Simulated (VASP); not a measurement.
An input for Ansatz (written as the equivalent of a VASP run, and not itself run):

Ansatz 0.2 input:
```yaml
crystal:
  lattice:
    - [4.1387150, 0.0000000, 0.0000000]
    - [-2.0693580, 3.5842330, 0.0000000]
    - [0.0000000, 0.0000000, 13.5490930]
  atoms:
    - { symbol: Cd, position: [0.0377130, 0.0351980, -0.0051000] }
    - { symbol: Cd, position: [0.0139830, 0.0155860, 0.5009440] }
    - { symbol: Cd, position: [0.6533230, 0.3134880, 0.7564020] }
    - { symbol: Cd, position: [0.3217430, 0.6407660, 0.2444840] }
    - { symbol: S, position: [-0.0124770, -0.0128700, 0.8159060] }
    - { symbol: S, position: [-0.0381270, -0.0433770, 0.3147070] }
    - { symbol: S, position: [0.6857760, 0.3757030, 0.5565030] }
    - { symbol: S, position: [0.3380660, 0.6755070, 0.0674150] }
kpoints:
  mp_grid: { grid: [6, 6, 2] }
hamiltonian:
  xc: pbe
  pseudopotentials: { kind: paw }
scf:
  occupations: { method: methfessel_paxton, width: 0.2 }
  max_iter: 100
output: { forces: true, stress: true, eigenvalues: true }
```

Q: Write the VASP files for the same calculation (PBE).

A: This is not unique; one that fits is 
### INCAR
```
! general
SYSTEM =CdS
PREC   =Accurate
ENCUT  =300
LREAL  =F
LASPH  =T

! electronic loop
EDIFF  =1E-6
NELM   =100
ALGO   =Normal
LMAXMIX=4

! smearing
ISMEAR =1
SIGMA  =0.2

! functional
GGA    =PE

! ions
ISIF   =2

! output
LWAVE  =F
LCHARG =F
```

File POSCAR:
```
CdS
1
    4.1387150000     0.0000000000     0.0000000000
   -2.0693580000     3.5842330000     0.0000000000
    0.0000000000     0.0000000000    13.5490930000
Cd S
4 4
Direct
  0.0377130000   0.0351980000  -0.0051000000
  0.0139830000   0.0155860000   0.5009440000
  0.6533230000   0.3134880000   0.7564020000
  0.3217430000   0.6407660000   0.2444840000
 -0.0124770000  -0.0128700000   0.8159060000
 -0.0381270000  -0.0433770000   0.3147070000
  0.6857760000   0.3757030000   0.5565030000
  0.3380660000   0.6755070000   0.0674150000
```

KPOINTS:
```
Automatic mesh
0
Gamma
6 6 2
0 0 0
```

POTCAR, in this order: Cd S (PBE.64 set). Program: vasp_std.

Limits of the translation: each code has its own PAW files, so the cut-off isn't converted (ENCUT is set for VASP's; basis.ecutwfc is left out, and Ansatz then takes the one that its files recommend); Ansatz stops its SCF on the density residual and VASP on the energy change (EDIFF).

The structure was generated: CdS was put into an ordered model structure, which need not be its known phase. The cell was not relaxed at this level.
